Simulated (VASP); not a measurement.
OSZICAR of a VASP run on AlN (wurtzite):

OSZICAR:
```
       N       E                     dE             d eps       ncg     rms          rms(c)
DAV:   1     0.349402607293E+02    0.34940E+02   -0.60860E+03  4032   0.397E+02
DAV:   2    -0.359376734246E+02   -0.70878E+02   -0.67046E+02  4908   0.115E+02
DAV:   3    -0.379602526169E+02   -0.20226E+01   -0.20047E+01  4940   0.162E+01
DAV:   4    -0.379711710866E+02   -0.10918E-01   -0.10917E-01  4792   0.133E+00
DAV:   5    -0.379712712427E+02   -0.10016E-03   -0.10015E-03  4764   0.126E-01    0.124E+01
DAV:   6    -0.329545380379E+02    0.50167E+01   -0.17491E+00  4284   0.107E+01    0.398E+00
DAV:   7    -0.329062137503E+02    0.48324E-01   -0.48399E-01  4968   0.259E+00    0.298E+00
DAV:   8    -0.328451006837E+02    0.61113E-01   -0.71139E-02  4428   0.119E+00    0.705E-01
DAV:   9    -0.328412666000E+02    0.38341E-02   -0.25734E-03  4564   0.327E-01    0.294E-01
DAV:  10    -0.328414945342E+02   -0.22793E-03   -0.90700E-04  4776   0.122E-01    0.236E-01
DAV:  11    -0.328413686032E+02    0.12593E-03   -0.88720E-05  4564   0.425E-02    0.328E-02
DAV:  12    -0.328413677830E+02    0.82021E-06   -0.20345E-06  4892   0.610E-03    0.982E-03
DAV:  13    -0.328413676052E+02    0.17783E-06   -0.38762E-07  4664   0.291E-03    0.147E-03
DAV:  14    -0.328413676108E+02   -0.55677E-08   -0.82649E-09  2492   0.409E-04
   1 F= -.32841368E+02 E0= -.32841368E+02  d E =-.188797E-23
 imaginary and real dielectric function
```

Q: Which electronic solver shows in the log?

A: It is blocked Davidson (ALGO = Normal, or the opening steps of other solvers). The INCAR had ALGO = Normal.

Q: Can the final energy be trusted as converged?

A: The run converged. It stopped with EDIFF = 1E-7, NELM = 100 (LDA (Ceperley-Alder, Perdew-Zunger), plane waves, VASP's LDA PAW potentials (set 64)).

The compound is AlN in the wurtzite structure. It was relaxed first.
